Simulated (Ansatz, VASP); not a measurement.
## AgB in VASP and in Ansatz

The input INCAR:

```
SYSTEM = AgB
PREC     = Accurate       ! precision mode
ENCUT    = 520            ! plane-wave cutoff, eV
EDIFF    = 1E-6           ! SCF threshold, eV
ISMEAR   = 0              ! smearing method
SIGMA    = 0.1            ! smearing width, eV
LREAL    = .FALSE.        ! projectors in reciprocal space
LASPH    = .TRUE.         ! aspherical terms in the spheres
NELM     = 100            ! most SCF steps
ALGO     = Normal         ! electronic algorithm
ISIF     = 2              ! what is computed and relaxed
LWAVE    = .FALSE.        ! write WAVECAR
LCHARG   = .TRUE.         ! write CHGCAR
GGA      = PE             ! functional
LELF     = .TRUE.         ! ELF
LVHAR    = .TRUE.       
NBANDS   = 14             ! bands
```

Contents of KPOINTS:

```
Automatic mesh
0
G
  6 6 4
  0 0 0
```

POSCAR

```
AgB
1.0
    2.9504912700      0.0000000000      0.0000000000
   -1.4752456400      2.5552003900      0.0000000000
    0.0000000000      0.0000000000      3.7636811500
Ag B
1 1
Direct
    0.0000000000      0.0000000000      0.0000000000
    0.0000000000      0.0000000000      0.5000000000
```

Input for Ansatz:

```yaml
crystal:
  lattice:
    - [2.95049127, 0.0, 0.0]
    - [-1.47524564, 2.55520039, 0.0]
    - [0.0, 0.0, 3.76368115]
  atoms:
    - { symbol: Ag, position: [0.0, 0.0, 0.0] }
    - { symbol: B, position: [0.0, 0.0, 0.5] }
basis:
  ecutwfc: 420
kpoints:
  mp_grid: { grid: [6, 6, 4] }
hamiltonian:
  xc: pbe
scf:
  occupations: { method: gaussian, width: 0.1 }
  lower_state_search: "off"
output:
  forces: true
  stress: true
  eigenvalues: true
```

Alike in both runs: task single point; functional PBE; k mesh 6 × 6 × 4; occupations gaussian, width 0.1 eV; no spin polarisation.

```csv
,VASP,Ansatz
version,VASP 6.6.1,Ansatz 0.2.0
potentials or method,"VASP PAW PBE potentials, release 64 (Ag, B)","scalar-relativistic, plane waves, PAW"
plane-wave cutoff (eV),520,420
valence electrons in the cell,14,22
```

```tsv
	VASP	Ansatz	Ansatz less VASP
gap on the k mesh at the Fermi level (eV)	none	none	-
pressure (GPa)	26.9	27.1	+0.23
largest component of the traceless stress (GPa)	58.41	58.15	-0.258
```

A gap of «none» marks a metal or a gap that the smearing closes. With one functional, cell and mesh, what is left measures potentials, basis and numerics. The two sets of potentials don't hold the same shells in valence.

Caveats: the k mesh is coarse (spacing up to 0.42 Å⁻¹), so the values aren't converged; so large a pressure means that the cell lies far from this level's equilibrium, or that cutoff or potentials fall short (VASP).
